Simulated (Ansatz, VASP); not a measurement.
## Cross-check of Y (Y(0001)) between VASP and Ansatz

One calculation is typed for both programs; each brings its own data sets and cutoff. How far apart do they land?

Program: Ansatz 0.2.0. Level of theory: plane waves, with VASP 6.6.1 beside it; single point at PBEsol, single point at LDA and single point at PBE. Results are calculated unless marked as measured.

## 1. The structure

The cell holds 7 atoms: 7 Y. Its edges and angles: a = 3.650 Å, b = 3.650 Å, c = 35.202 Å, α = 90.0°, β = 90.0°, γ = 60.0°. Vacuum lies along c.

Structure file:

```
Y
1.0
     3.65000    0.00000    0.00000
     1.82500    3.16099    0.00000
     0.00000    0.00000   35.20245
Y
7
Direct
  0.00000 0.00000 0.25566
  0.66667 0.66667 0.33711
  0.00000 0.00000 0.41855
  0.66667 0.66667 0.50000
  0.00000 0.00000 0.58145
  0.66667 0.66667 0.66289
  0.00000 0.00000 0.74434
```

## 2. VASP: single point, PBEsol

With cell and atoms fixed, the geometry can't cause a difference; cores, projectors, grids and the points listed under the comparison can.

Lines of VASP's logs that name or quote its potential files are left out, and so is its time.

File INCAR:

```
SYSTEM = Y
PREC = Normal
ENCUT = 350
EDIFF = 1E-06
NELM = 120
ISMEAR = 1
SIGMA = 0.1
LREAL = .FALSE.
ALGO = Normal
GGA = PS
NBANDS = 47
LORBIT = 11
LWAVE = .FALSE.
LCHARG = .FALSE.
KPAR = 4
IDIPOL = 3
LDIPOL = .TRUE.
DIPOL = 0.5 0.5 0.5
LVHAR = .TRUE.
LVACPOTAV = .TRUE.
```

File POSCAR:

```
Y
1.0
    3.6500000000      0.0000000000      0.0000000000
    1.8250000000      3.1609927238      0.0000000000
    0.0000000000      0.0000000000     35.2024500000
Y
7
Direct
    0.0000000000      0.0000000000      0.2556640234
    0.6666666667      0.6666666667      0.3371093489
    0.0000000000      0.0000000000      0.4185546745
    0.6666666667      0.6666666667      0.5000000000
    0.0000000000      0.0000000000      0.5814453255
    0.6666666667      0.6666666667      0.6628906511
    0.0000000000      0.0000000000      0.7443359766
```

File KPOINTS:

```
Automatic mesh
0
Gamma
12 12 1
0 0 0
```

The projector-augmented-wave data sets are Y_sv (PBE family, release 64).

Launch:

```sh
$ mpirun -np 4 vasp_std
```

Numbers of over 12 decimals in the logs are rounded to 6 here.

The log of the run:

```text
[banner, memory and clock lines left out]
running    4 mpi-ranks, on    1 nodes
 distrk:  each k-point on    1 cores,    4 groups
 distr:  one band on    1 cores,    1 groups

 POSCAR found type information on POSCAR Y
 POSCAR found :  1 types and       7 ions
|                                                                             |
|               ----> ADVICE to this user running VASP <----                  |
|                                                                             |
|     You enforced a specific xc type in the INCAR file but a different       |
|     [... a line on the potential file left out ...]
|     I HOPE YOU KNOW WHAT YOU ARE DOING!                                     |
|                                                                             |

 LDA part: xc-table for (Slater+PW92), standard interpolation
 POSCAR, INCAR and KPOINTS ok, starting setup
 FFT: planning ... GRIDC
 FFT: planning ... GRID_SOFT
 FFT: planning ... GRID
 WAVECAR not read
 entering main loop
       N       E                     dE             d eps       ncg     rms          rms(c)
DAV:   1     0.350745375507E+03    0.35075E+03   -0.32671E+04  2354   0.110E+03
DAV:   2     0.273620075787E+01   -0.34801E+03   -0.33813E+03  2031   0.302E+02
DAV:   3    -0.418277749283E+02   -0.44564E+02   -0.43572E+02  2911   0.560E+01
DAV:   4    -0.492252092638E+02   -0.73974E+01   -0.73088E+01  3132   0.243E+01
DAV:   5    -0.499346022237E+02   -0.70939E+00   -0.70744E+00  2669   0.630E+00    0.670E+01
DAV:   6    -0.862068907398E+02   -0.36272E+02   -0.27787E+02  2716   0.378E+01    0.577E+01
DAV:   7    -0.121628195263E+03   -0.35421E+02   -0.19073E+03  2503   0.387E+01    0.705E+01
DAV:   8    -0.861160965389E+02    0.35512E+02   -0.14818E+02  2162   0.282E+01    0.624E+01
DAV:   9    -0.874049240290E+02   -0.12888E+01   -0.21310E+01  2852   0.982E+00    0.445E+01
DAV:  10    -0.664466781262E+02    0.20958E+02   -0.11296E+01  2532   0.827E+00    0.380E+01
DAV:  11    -0.659352526005E+02    0.51143E+00   -0.32178E+00  2437   0.342E+00    0.335E+01
DAV:  12    -0.583151598501E+02    0.76201E+01   -0.33796E+00  2518   0.371E+00    0.272E+01
DAV:  13    -0.486485542026E+02    0.96666E+01   -0.86366E+00  2558   0.575E+00    0.162E+01
DAV:  14    -0.485917886845E+02    0.56766E-01   -0.25750E+00  2574   0.287E+00    0.154E+01
[...]
DAV:  56    -0.460182095594E+02   -0.93919E-04   -0.82314E-04  2379   0.581E-02    0.378E-01
DAV:  57    -0.460180996988E+02    0.10986E-03   -0.70209E-05  2383   0.314E-02    0.332E-01
DAV:  58    -0.460179403118E+02    0.15939E-03   -0.20086E-04  2470   0.500E-02    0.225E-01
DAV:  59    -0.460178564012E+02    0.83911E-04   -0.48227E-04  2708   0.636E-02    0.118E-01
DAV:  60    -0.460178638148E+02   -0.74136E-05   -0.91346E-05  2516   0.277E-02    0.126E-01
DAV:  61    -0.460179019228E+02   -0.38108E-04   -0.66740E-05  2596   0.183E-02    0.165E-01
DAV:  62    -0.460179299046E+02   -0.27982E-04   -0.18821E-05  2372   0.121E-02    0.191E-01
DAV:  63    -0.460179300348E+02   -0.13024E-06   -0.16778E-06  1526   0.413E-03
|                                                                             |
|           W    W    AA    RRRRR   N    N  II  N    N   GGGG   !!!           |
|           W    W   A  A   R    R  NN   N  II  NN   N  G    G  !!!           |
|           W    W  A    A  R    R  N N  N  II  N N  N  G       !!!           |
|           W WW W  AAAAAA  RRRRR   N  N N  II  N  N N  G  GGG   !            |
|           WW  WW  A    A  R   R   N   NN  II  N   NN  G    G                |
|           W    W  A    A  R    R  N    N  II  N    N   GGGG   !!!           |
|                                                                             |
|     Did not find any points to average over, which means that no vacuum     |
|     field-free region was found. Please increase the size of  your cell     |
|     in the dimension of the dipole correction to obtain accurate            |
|     workfunction values.                                                    |
|                                                                             |

   1 F= -.46017930E+02 E0= -.46015955E+02  d E =-.592393E-02
```

From OUTCAR (step 2):

```text
ion  position               nearest neighbor table
   1  0.000  0.000  0.256-   2 3.56   2 3.56   2 3.56
   2  0.667  0.667  0.337-   1 3.56   1 3.56   1 3.56   3 3.56   3 3.56   3 3.56
   3  0.000  0.000  0.419-   4 3.56   4 3.56   4 3.56   2 3.56   2 3.56   2 3.56
   4  0.667  0.667  0.500-   3 3.56   5 3.56   3 3.56   5 3.56   3 3.56   5 3.56
   5  0.000  0.000  0.581-   4 3.56   4 3.56   4 3.56   6 3.56   6 3.56   6 3.56
   6  0.667  0.667  0.663-   7 3.56   7 3.56   7 3.56   5 3.56   5 3.56   5 3.56
   7  0.000  0.000  0.744-   6 3.56   6 3.56   6 3.56

  LATTYP: Found a hexagonal cell.
 ALAT       =     3.6500000000
 C/A-ratio  =     9.6445068493

 Subroutine GETGRP returns: Found 12 space group operations
 (whereof 12 operations were pure point group operations)

The static configuration has the point symmetry D_3h.

 Found     19 irreducible k-points:

   k-points           NKPTS =     19   k-points in BZ     NKDIM =     19   number of bands    NBANDS=     47

   dimension x,y,z NGX =    18 NGY =   18 NGZ =  162
   dimension x,y,z NGXF=    36 NGYF=   36 NGZF=  324

   ENCUT  =  350.0 eV  25.72 Ry    5.07 a.u.   5.57  5.57 53.70*2*pi/ulx,y,z

   NELECT =      77.0000    total number of electrons

 k-points in reciprocal lattice and weights: Automatic mesh
   0.00000000  0.00000000  0.00000000       0.007
   0.08333333 -0.00000000  0.00000000       0.042
   0.16666667 -0.00000000  0.00000000       0.042
   0.25000000  0.00000000  0.00000000       0.042
   0.33333333 -0.00000000  0.00000000       0.042
   0.41666667  0.00000000  0.00000000       0.042
   0.50000000  0.00000000  0.00000000       0.021
   0.16666667  0.08333333  0.00000000       0.042
   0.25000000  0.08333333  0.00000000       0.083
[...]
-0.41666667  0.25000000  0.00000000       0.083
  -0.33333333  0.33333333  0.00000000       0.014

 dipolmoment           0.000000      0.000000      0.000000 electrons x Angstroem

 average (electrostatic) potential at core
       1 -40.6845       2 -40.0818       3 -40.1696       4 -40.1699       5 -40.1696
       6 -40.0818       7 -40.6845

 E-fermi :   0.3297

 k-point     1 :       0.0000    0.0000    0.0000
  band No.  band energies     occupation
    ...
     31      -3.5662      2.00000
     32      -3.0445      2.00000
     33      -2.4414      2.00000
     34      -1.9199      2.00000
     35      -1.6338      2.00000
     36       0.4717     -0.06201
     37       0.4777     -0.05704
     38       1.0211     -0.00000
     39       1.0958     -0.00000
     40       1.1742     -0.00000
    ...

 k-point     2 :       0.0833   -0.0000    0.0000
  band No.  band energies     occupation
    ...
     31      -3.4274      2.00000
     32      -2.9089      2.00000
     33      -2.3071      2.00000
     34      -1.7823      2.00000
     35      -1.4939      2.00000
     36       0.4792     -0.05568
     37       0.4918     -0.04413
     38       0.8818     -0.00000
     39       0.9500     -0.00000
     40       1.0796     -0.00000
    ...

 k-point     3 :       0.1667   -0.0000    0.0000
  band No.  band energies     occupation
    ...
     31      -3.0362      2.00000
     32      -2.5321      2.00000
     33      -1.9397      2.00000
     34      -1.4094      2.00000
     35      -1.1167      2.00000
     36       0.4180     -0.01666
     37       0.4528     -0.07090
     38       0.5913     -0.00136
     39       0.6088     -0.00057
     40       0.8917     -0.00000
    ...

  Total       -4.5158056     -4.5158056     -4.0414552      0.0000000     -0.0000000      0.0000000
  in kB      -17.8138000    -17.8138000    -15.9425983      0.0000000     -0.0000000      0.0000000
  external PRESSURE =     -17.1900661 kB  Pullay stress =       0.0000000 kB

  energy-cutoff  :      350.00
  volume of cell :      406.15
      direct lattice vectors                 reciprocal lattice vectors
     3.650000000  0.000000000  0.000000000     0.273972603 -0.158178156  0.000000000
     1.825000000  3.160992724  0.000000000     0.000000000  0.316356312  0.000000000
     0.000000000  0.000000000 35.202450000     0.000000000  0.000000000  0.028407114

 POSITION                                       TOTAL-FORCE (eV/Angst)
 -----------------------------------------------------------------------------------
      0.00000      0.00000      9.00000        -0.000000      0.000000      0.330259
      3.65000      2.10733     11.86707        -0.000000     -0.000000     -0.156596
      0.00000      0.00000     14.73415        -0.000000      0.000000      0.031924
      3.65000      2.10733     17.60122         0.000000      0.000000      0.000000
      0.00000      0.00000     20.46830        -0.000000      0.000000     -0.031924
      3.65000      2.10733     23.33538         0.000000     -0.000000      0.156596
      0.00000      0.00000     26.20245         0.000000      0.000000     -0.330259
 -----------------------------------------------------------------------------------
    total drift:                               -0.000000     -0.000000     -0.000000

  FREE ENERGIE OF THE ION-ELECTRON SYSTEM (eV)
  ---------------------------------------------------
  free  energy   TOTEN  =       -46.0179300348 eV

  energy  without entropy=      -46.0120061013  energy(sigma->0) =      -46.01595539

 vacuum level on the upper side and lower side of the slab         3.605         3.605

 total charge
# of ion       s       p       d       f       tot
--------------------------------------------------
    1        2.292   6.125   0.891   0.005   9.313
    2        2.277   6.227   0.912   0.006   9.422
    3        2.282   6.210   0.920   0.006   9.418
    4        2.281   6.215   0.914   0.006   9.417
    5        2.282   6.210   0.920   0.006   9.418
    6        2.277   6.227   0.912   0.006   9.422
    7        2.292   6.125   0.891   0.005   9.313
--------------------------------------------------
tot         15.982  43.341   6.359   0.041  65.723

[... 3 further parts left out ...]
```

This run has no spin polarisation. Its electron count is odd, so without a moment it is a metal by construction.

## 3. Ansatz: single point, PBEsol

Ansatz runs on its default PAW (the set named soft_2) files.

The same cell, functional, mesh and smearing now go to Ansatz, which takes its cutoff from its data sets.

File input.yaml:

```yaml
crystal:
  lattice:
    - [3.65, 0.0, 0.0]
    - [1.825, 3.1609927238, 0.0]
    - [0.0, 0.0, 35.20245]
  atoms:
    - { symbol: "Y", position: [0.0, 0.0, 0.2556640234] }
    - { symbol: "Y", position: [0.6666666667, 0.6666666667, 0.3371093489] }
    - { symbol: "Y", position: [0.0, 0.0, 0.4185546745] }
    - { symbol: "Y", position: [0.6666666667, 0.6666666667, 0.5] }
    - { symbol: "Y", position: [0.0, 0.0, 0.5814453255] }
    - { symbol: "Y", position: [0.6666666667, 0.6666666667, 0.6628906511] }
    - { symbol: "Y", position: [0.0, 0.0, 0.7443359766] }
hamiltonian:
  xc: pbesol
  pseudopotentials: { kind: paw }
kpoints:
  mp_grid: { grid: [12, 12, 1] }
scf:
  occupations: { method: methfessel_paxton, width: 0.1 }
  n_extra_bands: 5
efield:
  axis: 3
  dipole_correction: true
  ramp_width: 0.04
output:
  forces: true
  eigenvalues: true
```

Launch:

```sh
$ ansatz run input.yaml --threads 4 --pin off --max-ram 9216MiB --backend cpu --events-out ev --progress --plain --runs-dir out
```

The log of the run:

```text
scf.n_extra_bands = 5 over 39 filled bands (N_el = 77.0): the run solves 44 bands
Engine: ansatz 0.2.0, aarch64-unknown-linux-gnu
Pseudopotentials: kind: paw
Pseudopotential: Y, paw, valence charge 11, recommended cutoff 420 eV (normal), Y.paw.azcp
Functional definition: PBEsol
  exchange = pbesol_x
  correlation = pbesol_c
Crystal: 7 atoms, lattice volume = 406.153 Å³
Basis set: ecut = 420 eV, 7797 PW (Γ), exchange–correlation on 50×50×480 points (8 copies of the dense FFT grid, shifted against one another)
Bands: 44, of which v1, the nominal top of the filled ones, is band 39 counted from 1 (38 counted from 0)
Symmetry: 6 space group operations
k-points: 19 of 144 (time reversal used)
Non-local potential: Y, projectors of the file, l = 0: 3, l = 1: 2, l = 2: 2, l = 3: 1
PAW form: soft (Blöchl's): semilocal exchange-correlation on the pseudo side does not see the compensation charge
PAW frozen core: Y, regenerated for the run's functional, and the local potential with it (the file was generated under x = pbe(κ = 0.804, μ = 0.219515), c = pbe(β = 0.066725))
PAW one-centre angular grid: Y, 590 points (default); XC on 64 Gauss nodes
Initial density: superposition of atomic densities (neutral atoms: chi_scale 0, normalization atom), corrected by the library's trained network
Initial wavefunctions: pseudopotential atomic-orbital guess
Functional: x = pbesol(κ = 0.804, μ = 0.123457), c = pbesol(β = 0.046)
SCF iter   1: F=—  HF=-26563.796830 eV  |F-HF|=—  |Δ(HF+E_count)|=         —  Δρ=2.57e-3  dr2=1.20e-1  ethr=1.77e-3  p=0.000 e·Å  D=6.17e-16 V/Å  ΔV_dip=-0.00 eV  dr2_dipole=7.93e-8  V_vac-E_F(+/−)=3.07/3.07 eV  ⟨swp⟩=9.2  Hψ=3882  notcnv=0
efield: sawtooth ramp at fractional position 0.9800 (placed from the atoms, in the widest stretch of the axis that holds none; the zero of the levels goes with the place), width 0.0400; the density the first Hamiltonian is built on has a dipole p = 0.000 e·Å; the dipole correction subtracts the counter field D = 6.17e-16 V/Å, which shifts the + side's vacuum level by -0.00 eV against the − side's; the planar-averaged density in the ramp window peaks in size at 2.4e-5 e/Å³
preconditioner: auto → LDOS  [metal: Δε(μ)=0.016 eV  Ē_g=1.698 eV  σ=0.100 eV  W_gap=0.13  n_scr=64 (ndim 8)  ℏωp=8.4 eV  f_vac=0.379  D(μ)=19.20/eV (n_scr^D=182)  β→1.0]
SCF iter   2: F=—  HF=-26563.794164 eV  |F-HF|=—  |Δ(HF+E_count)|=   2.67e-3  S|Δr|=    0.00e0  Δρ=7.58e-4  dr2=1.56e-2  ethr=1.56e-4  p=-0.000 e·Å  D=-1.21e-7 V/Å  ΔV_dip=0.00 eV  dr2_dipole=7.85e-8  V_vac-E_F(+/−)=3.24/3.24 eV  ⟨swp⟩=1.6  Hψ=1029  notcnv=0  defer=1
SCF iter   3: F=—  HF=-26563.794376 eV  |F-HF|=—  |Δ(HF+E_count)|=   2.12e-4  S|Δr|=    0.00e0  Δρ=3.84e-4  dr2=1.89e-3  ethr=2.02e-5  p=0.000 e·Å  D=1.85e-6 V/Å  ΔV_dip=-0.00 eV  dr2_dipole=2.83e-8  V_vac-E_F(+/−)=3.26/3.26 eV  ⟨swp⟩=2.1  Hψ=1283  notcnv=0
SCF iter   4: F=—  HF=-26563.794250 eV  |F-HF|=—  |Δ(HF+E_count)|=   1.25e-4  S|Δr|=    0.00e0  Δρ=1.25e-4  dr2=2.44e-4  ethr=2.45e-6  p=0.000 e·Å  D=1.03e-6 V/Å  ΔV_dip=-0.00 eV  dr2_dipole=2.01e-8  V_vac-E_F(+/−)=3.27/3.27 eV  ⟨swp⟩=2.2  Hψ=1428  notcnv=0
SCF iter   5: F=—  HF=-26563.794231 eV  |F-HF|=—  |Δ(HF+E_count)|=   1.91e-5  S|Δr|=    0.00e0  Δρ=3.00e-5  dr2=1.52e-5  ethr=3.17e-7  p=0.000 e·Å  D=1.04e-6 V/Å  ΔV_dip=-0.00 eV  dr2_dipole=3.02e-10  V_vac-E_F(+/−)=3.27/3.27 eV  ⟨swp⟩=2.5  Hψ=1499  notcnv=0
SCF iter   6: F=—  HF=-26563.794386 eV  |F-HF|=—  |Δ(HF+E_count)|=   1.55e-4  S|Δr|=    0.00e0  Δρ=1.17e-5  dr2=2.12e-6  ethr=1.97e-8  p=0.000 e·Å  D=6.00e-7 V/Å  ΔV_dip=-0.00 eV  dr2_dipole=6.60e-11  V_vac-E_F(+/−)=3.26/3.26 eV  ⟨swp⟩=2.4  Hψ=979  notcnv=0
SCF iter   7: F=—  HF=-26563.794386 eV  |F-HF|=—  |Δ(HF+E_count)|=   6.59e-8  S|Δr|=    0.00e0  Δρ=6.12e-6  dr2=6.84e-7  ethr=2.75e-9  p=0.000 e·Å  D=3.58e-7 V/Å  ΔV_dip=-0.00 eV  dr2_dipole=6.64e-13  V_vac-E_F(+/−)=3.26/3.26 eV  ⟨swp⟩=2.5  Hψ=1222  notcnv=0
SCF iter   8: F=-26563.794386 eV  HF=-26563.794386 eV  |F-HF|=1.64e-8  |Δ(HF+E_count)|=   1.41e-8  S|Δr|=    0.00e0  Δρ=1.97e-6  dr2=6.61e-8  ethr=1.30e-10  p=0.000 e·Å  D=1.64e-7 V/Å  ΔV_dip=-0.00 eV  dr2_dipole=1.23e-14  V_vac-E_F(+/−)=3.26/3.26 eV  ⟨swp⟩=13.1  Hψ=4006  notcnv=0
SCF 1 converged in 8 iterations: F = -26563.794386 eV  dr2 = 6.61e-8
  greatest PAW one-centre occupation: 0.993 electrons in one spin orbital (limit 2), on the Y atom at site 6 (counted from 0), in its partial waves of l = 0
SCF converged after 8 iterations
Stability not checked: this state was not tested for a lower state beside it, because cold or Methfessel-Paxton smearing, or corrected tetrahedra, fill the levels in a way that the test cannot read (fill_not_monotonic; see scf.lower_state_search)
Free energy (F): -26563.794386 eV
Harris-Foulkes:  -26563.794386 eV  (|F-HF|=1.64e-8)
Internal energy: -26563.788502 eV  (E = F + TS)
E sigma→0 (E₀):  -26563.792915 eV
Entropy (-TS):   -0.005884 eV (-0.841 meV/atom)
Fermi energy:    3.921646 eV
Step filling:    the computed levels leave a gap of 0.0083 eV = 0.1 smearing widths at the electron count; against every level under it full and every level over it empty, smearing changes F+E_penalty+E_count by -4.140 meV and its σ→0 estimate by -2.669 meV
Dipole field:    D = 0.000000 V/Å  (p = 0.000001 e·Å, saw-weighted, corrected)
Work function:   Φ+ = 3.2624 eV   Φ− = 3.2625 eV
Levels:          The Fermi level and band energies are counted from a zero that moves with the ramp; work functions are not
--- Per-component energies (eV) ---
  E_band       = -1273.911259
  E_kinetic    = 2125.432563
  E_local      = -55698.724583  (includes V_loc(G=0)·N_el)
  E_nonlocal   = 362.458855
  E_hartree    = 26848.860192
  E_xc         = -1195.332321
  E_vxc        = -1378.304661  (∫ρ·V_xc dr)
  E_paw        = -19413.992407  (= ΣΔE_a)
  E_vpaw       = -382.509483  (= ΣTr[D̂ρ^β])
  E_aug_tail   = 0.000018  (compensation charges beyond the density's cutoff)
  E_efield     = 0.000000  (sawtooth field / dipole correction)
  E_vefield    = 0.000000  (∫n·V_field dr)
  E_ewald      = 20406.467772
  E_core_change = 1.041409  (= ΣΔE_core)
  E_smearing   = -0.005884  (= −TS)
  E_closure    = 0.000000  (closes the sum)
  Σ components = -26563.794386   (vs F -26563.794386, Δ=0.00e0)
--- Forces (eV/Å), atoms counted from 1 ---
  atom   1  Y     -0.00000000    -0.00000000     0.31652050
  atom   2  Y      0.00000000     0.00000000    -0.15727867
  atom   3  Y     -0.00000000    -0.00000000     0.03828188
  atom   4  Y      0.00000000     0.00000000     0.00000011
  atom   5  Y      0.00000000    -0.00000000    -0.03828298
  atom   6  Y      0.00000000     0.00000000     0.15727979
  atom   7  Y      0.00000000     0.00000000    -0.31652067
  max |Σ_I F_I| component: 4.22e-8 eV/Å
--- Band table (eV; the first three rows and the last of 19) ---
  k-point 0: bands = [... 35 lower, 4.0590, 4.0649, 4.6106, 4.6835, 4.7641, 5.1120, 5.4407, 5.4407, ... 1 higher]
  k-point 1: bands = [... 35 lower, 4.0669, 4.0793, 4.4723, 4.5380, 4.6709, 5.0614, 5.2410, 5.2594, ... 1 higher]
  k-point 2: bands = [... 35 lower, 4.0078, 4.0413, 4.1834, 4.1978, 4.4840, 4.7584, 4.8114, 4.8455, ... 1 higher]
  k-point 18: bands = [... 35 lower, 3.4560, 3.4822, 3.5139, 3.5264, 3.8388, 3.8674, 4.2125, 4.2961, ... 1 higher]
```

Wall time 6.2 s (4 threads of Arm Neoverse V2, shared host); peak memory 0.81 GiB.

The column dr2 measures how far the density is from self-consistency, as an energy; F and HF (Harris–Foulkes) agree once it is small.

(Continued in part 2 of 2.)

[Lines on the potential files, build, host, timing and source positions are cut from VASP's logs without a mark.]

[Logs are printed without paths, hosts, clocks, repeated set-up lines and the standing remarks that a program may print on its own settings, such as how far it seeks lower states.]

[Hosts, paths, dates, database ids (printed as entryN), source tags and the programs' standing remarks are cut or masked in the printed files.]
